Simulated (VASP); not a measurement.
An input for Quantum ESPRESSO's pw.x (written as the equivalent of a VASP run, and not itself run):

```
&CONTROL
  calculation = 'vc-relax'
  pseudo_dir = './pseudo'
  outdir = './out'
  tprnfor = .true.
  tstress = .true.
  nstep = 60
  forc_conv_thr = 0.00078
/
&SYSTEM
  ibrav = 0
  nat = 4
  ntyp = 2
  ecutwfc = 74
  occupations = 'smearing'
  smearing = 'methfessel-paxton'
  degauss = 0.00735
  input_dft = 'pz'
/
&ELECTRONS
  conv_thr = 7.3e-08
  electron_maxstep = 100
/
&IONS
/
&CELL
/
ATOMIC_SPECIES
  Rb 85.468 Rb.upf
  Li 6.940 Li.upf
CELL_PARAMETERS angstrom
    -0.0000000    4.9749621    4.9749621
     4.9749621   -0.0000000    4.9749621
     4.9749621    4.9749621   -0.0000000
ATOMIC_POSITIONS crystal
  Rb   0.2500000  0.2500000  0.2500000
  Rb   0.7500000  0.7500000  0.7500000
  Rb   0.5000000  0.5000000  0.5000000
  Li   0.0000000  0.0000000  0.0000000
K_POINTS automatic
  5 5 5 0 0 0
```

**Question.** Write the VASP files for the same calculation (LDA).

**Answer.** One answer among several that fit: 
INCAR:
```
SYSTEM = Rb3Li
PREC = Accurate
ENCUT = 520
EDIFF = 1E-6
NELM = 100
ALGO = Normal
LREAL = .FALSE.
LASPH = .TRUE.
ISMEAR = 1
SIGMA = 0.1
LMAXMIX = 4
LWAVE = .FALSE.
LCHARG = .FALSE.
IBRION = 2
ISIF = 3
NSW = 60
EDIFFG = -0.02
```

File KPOINTS:
```
Automatic mesh
0
G
 5 5 5
```

POSCAR:
```
Rb3Li
1.0
  0.0000000000   4.9749620799   4.9749620799
  4.9749620799   0.0000000000   4.9749620799
  4.9749620799   4.9749620799   0.0000000000
Rb Li
3 1
direct
  0.2500000000   0.2500000000   0.2500000000
  0.7500000000   0.7500000000   0.7500000000
  0.5000000000   0.5000000000   0.5000000000
  0.0000000000   0.0000000000   0.0000000000
```

POTCAR, in this order: Rb_sv Li_sv (LDA.64 set). Program: vasp_std.

What does not carry over: the potentials are each code's own (VASP's PAW set, PseudoDojo norm-conserving files in pw.x), so ENCUT and ecutwfc are chosen apart and not converted; conv_thr bounds pw.x's estimated SCF error, while EDIFF bounds the energy change between steps; forc_conv_thr acts on force components and is met together with etot_conv_thr.

The structure comes from a computed database's Rb3Li entry (Fm-3m); how it stands against other phases isn't given here. This run relaxes it. Symmetry was kept, so distortions that lower it aren't found. The start is the result of an earlier pass.
